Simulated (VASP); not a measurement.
```
CELL_PARAMETERS angstrom
      3.97728     2.29628     2.61772
     -3.97728     2.29628     2.61772
      0.00000    -4.59257     2.61772
ATOMIC_POSITIONS crystal
  Si 0.71564 0.28436 0.50000
  Si 0.50000 0.71564 0.28436
  Si 0.28436 0.50000 0.71564
  O  0.30944 0.69056 0.50000
  O  0.50000 0.30944 0.69056
  O  0.69056 0.50000 0.30944
  O  0.00000 0.33354 0.66646
  O  0.66646 0.00000 0.33354
  O  0.33354 0.66646 0.00000
```

All values below come from r2SCAN meta-GGA, VASP's PBE PAW potentials (set 64) (plane waves; VASP). Run with 520 eV cut-off, 5×5×5 Γ-centred mesh, tetrahedra with Blöchl corrections, potentials Si O.

**Question.** Give the energies of bands 14 to 27 at the high-symmetry points, in eV from the valence-band maximum.

**Answer.** 
| band | Γ | L | T | P0 | F |
|---|---|---|---|---|---|
| 14 | -2.62 | -2.73 | -2.86 | -2.88 | -2.91 |
| 15 | -2.62 | -2.38 | -2.40 | -2.49 | -2.49 |
| 16 | -1.85 | -2.38 | -2.40 | -2.33 | -2.30 |
| 17 | -1.78 | -1.71 | -2.14 | -1.98 | -1.83 |
| 18 | -1.78 | -1.69 | -1.17 | -1.61 | -1.78 |
| 19 | -1.71 | -1.60 | -1.17 | -1.08 | -1.27 |
| 20 | -0.85 | -1.08 | -1.02 | -1.00 | -1.05 |
| 21 | -0.85 | -0.87 | -1.00 | -1.00 | -0.98 |
| 22 | -0.37 | -0.81 | -1.00 | -0.94 | -0.82 |
| 23 | -0.37 | -0.30 | -0.79 | -0.73 | -0.46 |
| 24 | -0.02 | -0.06 | -0.79 | -0.40 | -0.17 |
| 25 | 6.35 | 8.02 | 9.30 | 9.18 | 8.67 |
| 26 | 9.88 | 8.43 | 9.77 | 9.72 | 9.41 |
| 27 | 10.29 | 9.78 | 10.41 | 9.76 | 9.54 |

The gap is indirect, 6.35 eV, from the valence maximum at (0.20, 0.20, 0.20) to the conduction minimum at Γ.

The structure comes from a computed database's SiO2 entry (R32); how it stands against other phases isn't given here. It was relaxed first.
